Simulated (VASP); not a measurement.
Input of a VASP 6.6.1 run:

Contents of INCAR:

```
PREC     = Accurate       # precision mode
ENCUT    = 520            # plane-wave cutoff, eV
EDIFF    = 1E-7           # SCF threshold, eV
ISMEAR   = -1             # smearing method
SIGMA    = 0.05           # smearing width, eV
LREAL    = F              # projectors in reciprocal space
LASPH    = T              # aspherical terms in the spheres
NELM     = 100            # most SCF steps
ALGO     = Normal         # electronic algorithm
ISIF     = 2              # what is computed and relaxed
LWAVE    = F              # write WAVECAR
LCHARG   = F              # write CHGCAR
LMAXMIX  = 4              # l up to which the mixer works
METAGGA  = R2SCAN         # meta-GGA
LMIXTAU  = T            
KPAR     = 4
```

File KPOINTS:

```
regular mesh
0
Gamma
  5 5 4
```

Contents of POSCAR:

```
Hf2Pd2Se2Br2O3                          
1.0
    5.6887222142     -0.0199063297     -0.0016111281
   -0.5361545954      5.8186022413     -0.0148522968
   -1.4686288867     -0.8939435068      6.5767620819
  Hf              Pd              Se              Br              O             
     2     2     2     2     3
Direct
     0.7456239151100654    0.3949967734966413    0.3487509199935260
     0.2886496025234974    0.4531495400108317    0.5949152472464926
     0.9094840697227816    0.1357143101644133    0.8497984309011878
     0.2523571817861684    0.9027303243949425    0.3589360989734547
     0.6334706683924605    0.4040502205829603    0.9363939474806703
     0.6270102539585577    0.7808719685350098    0.5279963578316311
     0.8507933576441470    0.9910521881724619    0.1542530078871804
     0.2244971590338476    0.8209240014969912    0.8628183446419135
     0.9601967289089277    0.2898071061770495    0.5901218127007382
     0.4320689709022711    0.2451000414008166    0.4089989257172796
     0.0758580920172783    0.5816035255678889    0.3670369066259175
```

KPOINTS_OPT

```
path XGY,LGZ,NGM,RG
10
line-mode
reciprocal
 0.5000000000  0.0000000000  0.0000000000  X
 0.0000000000  0.0000000000  0.0000000000  G

 0.0000000000  0.0000000000  0.0000000000  G
 0.0000000000 -0.5000000000  0.0000000000  Y

 0.5000000000 -0.5000000000  0.0000000000  L
 0.0000000000  0.0000000000  0.0000000000  G

 0.0000000000  0.0000000000  0.0000000000  G
 0.0000000000  0.5000000000 -0.5000000000  Z

 0.5000000000  0.5000000000 -0.5000000000  N
 0.0000000000  0.0000000000  0.0000000000  G

 0.0000000000  0.0000000000  0.0000000000  G
 0.0000000000  0.0000000000 -0.5000000000  M

 0.5000000000  0.0000000000 -0.5000000000  R
 0.0000000000  0.0000000000  0.0000000000  G
```

Potentials or basis: VASP PAW PBE potentials, release 64 (Hf_pv, Pd, Se, Br, O).

Launch:

```sh
$ cat potpaw_PBE.64/Hf_pv/POTCAR potpaw_PBE.64/Pd/POTCAR potpaw_PBE.64/Se/POTCAR potpaw_PBE.64/Br/POTCAR potpaw_PBE.64/O/POTCAR > POTCAR
$ mpirun -np 4 vasp_std > vasp.out
```

Problem. Estimate the largest force.

Solution. 0.019 eV/Å.

Problem. Estimate the band gap along the path.

Solution. 0.39 eV, indirect (least direct gap 0.54 eV).

Problem. Predict the band gap on the k mesh.

Solution. 0.39 eV, indirect (least direct gap 0.68 eV).

Forces in eV/Å, atoms in the order of the input:
```
Hf   0.003 -0.011  0.001
Hf   0.001  0.019  0.001
Pd   0.005  0.004 -0.003
Pd  -0.006  0.000 -0.004
Se   0.002  0.001  0.013
Se   0.004 -0.005 -0.014
Br  -0.002  0.000 -0.006
Br  -0.002  0.001 -0.002
O    0.000  0.007  0.012
O   -0.011 -0.012  0.010
O    0.006 -0.004 -0.008
```

Caveat: the PAW data sets were made with another functional, which shifts forces and pressure a little; spin-orbit coupling is left out, which moves the levels of the heavy elements. r2SCAN opens gaps a little over a GGA but as a rule still falls short of measured ones.
